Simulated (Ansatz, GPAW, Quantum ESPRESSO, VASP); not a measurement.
Code comparison for Ta2Co (I4/mcm, 6 atoms in the cell)

Self-consistent single point.

```
Ta2Co
1.0
   -3.04214     3.04214     2.48276
    3.04214    -3.04214     2.48276
    3.04214     3.04214    -2.48276
Ta Co
4 2
Direct
  0.16135   0.66135   0.82270
  0.83865   0.33865   0.17730
  0.66135   0.83865   0.50000
  0.33865   0.16135   0.50000
  0.75000   0.75000   0.00000
  0.25000   0.25000   0.00000
```

Shared settings, as Ansatz (a first-principles code) writes them: kpoints.mp_grid.grid = 5 5 5; scf.occupations.method = fermi_dirac; scf.occupations.width = 0.1 eV. Potentials and cutoffs stand in the table.

| code | model | pressure (GPa) | largest force (eV/Å) | cutoff |
|---|---|---|---|---|
| Ansatz | PBEsol, PAW files made with PBE | -3.78 | 0.002 | default |
| Quantum ESPRESSO | PBEsol, PSlibrary PAW (PBE) pseudopotentials | -5.18 | 0.002 | 50 Ry |
| GPAW | PBEsol, GPAW PAW datasets PBEsol (made by gpaw-setup) | -3.15 | 0.013 | 800 eV |
| VASP | PBEsol, VASP's PBE PAW potentials (set 64) | -4.31 | 0.006 | 300 eV |

On Ansatz's run: spin-orbit coupling is off. Spin polarisation is off.

The spread over the programs that give each value: pressure within 2.03 GPa; largest force within 0.011 eV/Å.

Ansatz's pressure is given at a fixed set of plane waves, as the other plane-wave codes print theirs; with its correction for the finite basis it is -3.72 GPa. In the pressure, Quantum ESPRESSO (by 1.13) lies more than 1 GPa from the median of the plane-wave programs.

On the base mesh (6 6 6) the same programs gave: Quantum ESPRESSO pressure -5.17 GPa; GPAW pressure -3.16 GPa; Ansatz pressure -3.78 GPa; VASP pressure -4.33 GPa.

VASP's run is marked for a possible Pulay error in its stress at this cutoff; no cutoff test was made.

The starting cell comes from a database of computed structures (which also holds hypothetical and non-ambient phases and stackings), without a prior relaxation at this level.

Left out of this page: CP2K (on another mesh); Elk and SIESTA (not drawn, or without a comparable value).

Keys are those of Ansatz 0.2.
